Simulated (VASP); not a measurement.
All values below come from r2SCAN meta-GGA, VASP's PBE PAW potentials (set 64) (plane waves; VASP).

VASP ran on this input.

File POSCAR:
```
LaP
1
    3.6473872127     0.0000000000     0.0000000000
    0.0000000000     3.6473872127     0.0000000000
    0.0000000000     0.0000000000     3.6473872127
La P
1 1
Direct
  0.0548337723   0.0000000000   0.0000000000
  0.5000000000   0.5000000000   0.5000000000
```

KPOINTS:
```
Automatic mesh
0
Gamma
10 10 10
0 0 0
```

INCAR:
```
SYSTEM = LaP
PREC = Accurate
ENCUT = 480
EDIFF = 1E-7
NELM = 100
ALGO = Normal
LREAL = .FALSE.
LASPH = .TRUE.
ISMEAR = 1
SIGMA = 0.1
METAGGA = R2SCAN
LMIXTAU = .TRUE.
LMAXMIX = 6
LWAVE = .FALSE.
LCHARG = .FALSE.
ISIF = 2
```

POTCAR, in this order: La P (PBE.64 set). Program: vasp_std.

What VASP printed:

### OSZICAR
```
       N       E                     dE             d eps       ncg     rms          rms(c)
DAV:   1     0.986497294359E+02    0.98650E+02   -0.57667E+03  3024   0.175E+03
DAV:   2    -0.341782887912E+02   -0.13283E+03   -0.12950E+03  4192   0.267E+02
DAV:   3    -0.451127872813E+02   -0.10934E+02   -0.10683E+02  4452   0.111E+02
DAV:   4    -0.457276775029E+02   -0.61489E+00   -0.59508E+00  5584   0.199E+01
DAV:   5    -0.457651386697E+02   -0.37461E-01   -0.37267E-01  4808   0.484E+00    0.494E+00
DAV:   6    -0.409434896310E+02    0.48216E+01   -0.13107E+00  5368   0.916E+00    0.344E+00
DAV:   7    -0.413164169975E+02   -0.37293E+00   -0.96923E-01  4928   0.128E+01    0.133E+00
DAV:   8    -0.411263131226E+02    0.19010E+00   -0.78375E-01  5204   0.108E+01    0.101E+00
DAV:   9    -0.412244494409E+02   -0.98136E-01   -0.97035E-02  5352   0.394E+00    0.437E-01
DAV:  10    -0.414907292140E+02   -0.26628E+00   -0.91753E-02  4616   0.314E+00    0.271E-01
DAV:  11    -0.415021012889E+02   -0.11372E-01   -0.14536E-02  5312   0.130E+00    0.191E-01
DAV:  12    -0.415175226804E+02   -0.15421E-01   -0.31489E-02  4932   0.227E+00    0.189E-01
DAV:  13    -0.415193347493E+02   -0.18121E-02   -0.12709E-02  5492   0.115E+00    0.459E-02
DAV:  14    -0.415191588794E+02    0.17587E-03   -0.80954E-04  5168   0.293E-01    0.510E-02
DAV:  15    -0.415194930376E+02   -0.33416E-03   -0.35429E-04  5140   0.218E-01    0.290E-02
DAV:  16    -0.415194942638E+02   -0.12261E-05   -0.11658E-04  4156   0.122E-01    0.119E-02
DAV:  17    -0.415195277628E+02   -0.33499E-04   -0.41028E-05  5372   0.751E-02    0.964E-03
DAV:  18    -0.415195252125E+02    0.25503E-05   -0.61328E-06  4968   0.298E-02    0.494E-03
DAV:  19    -0.415195262184E+02   -0.10059E-05   -0.15546E-06  5168   0.112E-02    0.324E-03
DAV:  20    -0.415195269645E+02   -0.74611E-06   -0.22095E-07  3568   0.642E-03    0.932E-04
DAV:  21    -0.415195270524E+02   -0.87926E-07   -0.42487E-08  2972   0.459E-03
   1 F= -.41519527E+02 E0= -.41519582E+02  d E =0.164525E-03
```

OUTCAR:
```
------------------------ aborting loop because EDIFF is reached ----------------------------------------
  FORCE on cell =-STRESS in cart. coord.  units (eV):
  Direction    XX          YY          ZZ          XY          YZ          ZX
  --------------------------------------------------------------------------------------
  Total       -0.0713286      0.3876127      0.3876127      0.0000000      0.0000000      0.0000000
  in kB       -2.3552050     12.7986138     12.7986138      0.0000000      0.0000000      0.0000000
  external PRESSURE =       7.7473409 kB  Pullay stress =       0.0000000 kB
  volume of cell :       48.52
      direct lattice vectors                 reciprocal lattice vectors
     3.647387213  0.000000000  0.000000000     0.274168862  0.000000000  0.000000000
     0.000000000  3.647387213  0.000000000     0.000000000  0.274168862  0.000000000
     0.000000000  0.000000000  3.647387213     0.000000000  0.000000000  0.274168862
 POSITION                                       TOTAL-FORCE (eV/Angst)
 -----------------------------------------------------------------------------------
      0.20000      0.00000      0.00000        -0.176245      0.000000     -0.000000
      1.82369      1.82369      1.82369         0.176245     -0.000000      0.000000
 -----------------------------------------------------------------------------------
    total drift:                                0.000006      0.000000      0.000000
  FREE ENERGIE OF THE ION-ELECTRON SYSTEM (eV)
  ---------------------------------------------------
  free  energy   TOTEN  =       -41.5195270524 eV

  energy  without entropy=      -41.5196915775  energy(sigma->0) =      -41.51958189
```
(Selected blocks of OUTCAR.)

The structure was generated: LaP was put into the CsCl type (Pm-3m), which need not be its known phase. This cell was strained or had an atom moved on purpose.
